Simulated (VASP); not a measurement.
OSZICAR of a VASP run on TiNbB4 (atoms displaced from the space group 191 structure):

OSZICAR:
```
       N       E                     dE             d eps       ncg     rms          rms(c)
DAV:   1     0.335034325994E+03    0.33503E+03   -0.16157E+04  8976   0.152E+03
DAV:   2    -0.167364860758E+02   -0.35177E+03   -0.34702E+03  9360   0.505E+02
DAV:   3    -0.588019099544E+02   -0.42065E+02   -0.41400E+02 15950   0.146E+02
DAV:   4    -0.611409092527E+02   -0.23390E+01   -0.23146E+01 12642   0.300E+01
DAV:   5    -0.612725647552E+02   -0.13166E+00   -0.13120E+00 14456   0.679E+00    0.208E+01
DAV:   6    -0.529131996608E+02    0.83594E+01   -0.49660E+01 12072   0.544E+01    0.515E+00
DAV:   7    -0.532503637682E+02   -0.33716E+00   -0.65472E+00 14654   0.183E+01    0.434E+00
DAV:   8    -0.530861731976E+02    0.16419E+00   -0.13166E+00 12846   0.749E+00    0.300E+00
DAV:   9    -0.531046363440E+02   -0.18463E-01   -0.28166E-01 13004   0.388E+00    0.891E-01
DAV:  10    -0.530935540121E+02    0.11082E-01   -0.89693E-02 12946   0.184E+00    0.241E-01
DAV:  11    -0.530932925465E+02    0.26147E-03   -0.82697E-03 11760   0.607E-01    0.680E-02
DAV:  12    -0.530932757257E+02    0.16821E-04   -0.66263E-04 12936   0.228E-01    0.328E-02
DAV:  13    -0.530932788242E+02   -0.30985E-05   -0.36091E-05 12712   0.492E-02    0.149E-02
DAV:  14    -0.530932812224E+02   -0.23983E-05   -0.15054E-05 13014   0.294E-02    0.404E-03
DAV:  15    -0.530932810870E+02    0.13548E-06   -0.80360E-07  7734   0.720E-03
   1 F= -.53093281E+02 E0= -.53065367E+02  d E =-.558280E-01
```

### Question
Which electronic solver shows in the log?

### Answer
It is blocked Davidson (ALGO = Normal, or the opening steps of other solvers). The INCAR had ALGO = Normal.

### Question
Can the final energy be trusted as converged?

### Answer
Self-consistency was reached. It stopped with EDIFF = 1E-6, NELM = 100 (PBEsol GGA, plane waves, VASP's PBE PAW potentials (set 64)).

The structure comes from a computed database's TiNbB4 entry; how it stands against other phases isn't given here. The cell was not relaxed at this level, atoms are displaced from their ideal sites. The electron count is odd and the run is not spin-polarised, which forces a metal. VASP warned that the highest band is occupied, so more bands are needed.
